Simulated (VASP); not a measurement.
## Al3Pd: equation of state with PBEsol

Crystal: Al3Pd.

```xyz
4
Lattice="3.9469 0.0000 0.0000 0.0000 3.9469 0.0000 0.0000 0.0000 3.9469" Properties=species:S:1:pos:R:3 pbc="T T T"
Pd    0.0000    0.0000    0.0000
Al    1.9735    1.9735    0.0000
Al    1.9735    0.0000    1.9735
Al    0.0000    1.9735    1.9735
```

The cell comes from a database or a generator and needn't be the stable form of this composition.

```yaml
Program: VASP 6.6.1
Task: equation of state
Functional: PBEsol
Potentials_or_basis: VASP PAW PBE potentials, release 64 (Pd, Al)
Cutoff: 520 eV
k_mesh: 7 × 7 × 7
Occupations: fermi-dirac, width 0.05 eV
Spin: no spin polarisation
Ladder: free
Further_INCAR_settings: ALGO = Normal; EDIFF = 1e-07; NBANDS = 18
```

* Equilibrium volume: 15.13 Å³/atom
* Bulk modulus: 118 GPa
* Pressure derivative of the bulk modulus: 4.6

Energy against volume, from the lowest point:
```csv
volume (Å³/atom),energy (meV/atom)
14.449,12.09
14.756,3.42
15.064,0.00
15.371,1.28
15.679,6.76
15.986,15.99
16.294,28.57
```

All runs of the series together: 2.8 min on 1 thread of Intel(R) Xeon(R) Platinum 8488C (Sapphire Rapids) (shared host).

Caveat: the PAW data sets were made with another functional, which shifts forces and pressure a little.
